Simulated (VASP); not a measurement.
A hop in Ag (fcc): Cu into a Ag vacancy, in a supercell of 31 atoms. Nudged elastic band with 3 images between relaxed ends, without a climbing image, so the barrier is a lower bound. Method: PBE GGA, VASP's PBE PAW potentials (set 64) (plane waves; VASP 6.6.1). Numerical set-up: PREC = Normal, LREAL = Auto, ISYM = 0, 400 eV cut-off, 2×2×2 Monkhorst-Pack mesh, first-order Methfessel-Paxton smearing of 0.10 eV, potentials Ag Cu.

First end (POSCAR):

```
Ag30Cu
1.0
     8.294946    0.000000    0.000000
     0.000000    8.294946    0.000000
     0.000000    0.000000    8.294946
Ag Cu
30 1
Direct
     0.499758    0.002019    0.002558
     0.744945    0.250722    0.004085
     0.745023    0.003300    0.251373
     0.999736    0.999936    0.000858
     0.254609    0.250900    0.004146
     0.499613    0.496085    0.003572
     0.748205    0.748072    0.001593
     0.254449    0.003323    0.251230
     0.741797    0.495484    0.253029
     0.499605    0.003379    0.496740
     0.742976    0.251922    0.496355
     0.747879    0.000472    0.748929
     0.999741    0.498560    0.002037
     0.251367    0.747850    0.001419
     0.999969    0.251601    0.252224
     0.257572    0.495418    0.253465
     0.499698    0.749823    0.250549
     0.999690    0.001041    0.499379
     0.256557    0.252001    0.496682
     0.749901    0.749721    0.499641
     0.251315    0.000618    0.748950
     0.499670    0.250013    0.750188
     0.749897    0.499165    0.750420
     0.999670    0.747358    0.251666
     0.999677    0.498763    0.499490
     0.249404    0.749606    0.499679
     0.999668    0.250740    0.748615
     0.249377    0.499161    0.750371
     0.499851    0.750819    0.751254
     0.999581    0.748686    0.749287
     0.499554    0.239025    0.240215
```

Last end:

```
Ag30Cu
1.0
     8.294946    0.000000    0.000000
     0.000000    8.294946    0.000000
     0.000000    0.000000    8.294946
Ag Cu
30 1
Direct
     0.499522   -0.001926   -0.001450
     0.749449    0.250306    0.000346
     0.749459   -0.000347    0.250603
     0.999657    1.000837    0.001591
     0.249838    0.250332    0.000143
     0.499692    0.499403   -0.000273
     0.748419    0.748387    0.001773
     0.249712   -0.000557    0.250901
     0.741836    0.496978    0.254637
     0.499655   -0.000355    0.499910
     0.743043    0.253419    0.497872
     0.748063    0.000880    0.749319
     0.999809    0.497737    0.002873
     0.251157    0.748112    0.001810
     0.999952    0.250264    0.251006
     0.257803    0.496682    0.254848
     0.499832    0.746573    0.253458
     0.999461    0.001603    0.498506
     0.256260    0.253330    0.498280
     0.745227    0.745856    0.499228
     0.251007    0.000755    0.749117
     0.499717    0.252825    0.746813
     0.745295    0.498656    0.746540
     0.999692    0.747935    0.251014
     0.999581    0.497379    0.497969
     0.254349    0.745472    0.499100
     0.999674    0.250070    0.749040
     0.254170    0.498613    0.746424
     0.499819    0.747420    0.747914
     0.999814    0.749258    0.749944
     0.499790    0.509687    0.510744
```

Q: Predict the energy profile and the barrier.

A: 
| image | path length (Å) | E − E(first end) (eV) |
|---|---|---|
| 0 | 0.00 | 0.000 |
| 1 | 0.82 | 0.325 |
| 2 | 1.63 | 0.551 |
| 3 | 2.45 | 0.326 |
| 4 | 3.27 | 0.000 |
The highest image is number 2 (counting the first end as 0), 1.63 Å along the path. The barrier is 0.55 eV forward and 0.55 eV back; the ends differ by 0.00 eV.

The cell is a supercell with a defect, built from Ag (fcc): Cu into a Ag vacancy. The run is not spin-polarised, so no state with unpaired spins was tried.
